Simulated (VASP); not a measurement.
Data:

```
CELL_PARAMETERS angstrom
      4.25101     0.00000     0.00000
     -2.12551     3.68149     0.00000
      0.00000     0.00000     8.59000
ATOMIC_POSITIONS crystal
  Cu 0.66667 0.33333 0.14728
  Cu 0.33333 0.66667 0.85272
  Cu 0.33333 0.66667 0.14728
  Cu 0.66667 0.33333 0.85272
  Te 0.00000 0.00000 0.26288
  Te 0.00000 0.00000 0.73712
```

All values below come from r2SCAN meta-GGA, VASP's PBE PAW potentials (set 64) (plane waves; VASP). Settings: 400 eV cut-off, 9×9×4 Γ-centred mesh, tetrahedra with Blöchl corrections, potentials Cu Te.

The cores are frozen, which limits the accuracy of field gradients.

### Question
Give the principal components of the electric field gradient (V/Å²) and the asymmetry η at each nucleus.

### Answer

```tsv
atom	Vxx	Vyy	Vzz	η
Cu1	-21.0	-21.0	41.9	0.00
Cu2	-21.0	-21.0	41.9	0.00
Cu3	-21.0	-21.0	41.9	0.00
Cu4	-21.0	-21.0	41.9	0.00
Te5	46.0	46.0	-92.1	0.00
Te6	46.0	46.0	-92.1	0.00
```

The structure comes from a computed database's Cu2Te entry (P6/mmm); how it stands against other phases isn't given here. It was relaxed first.
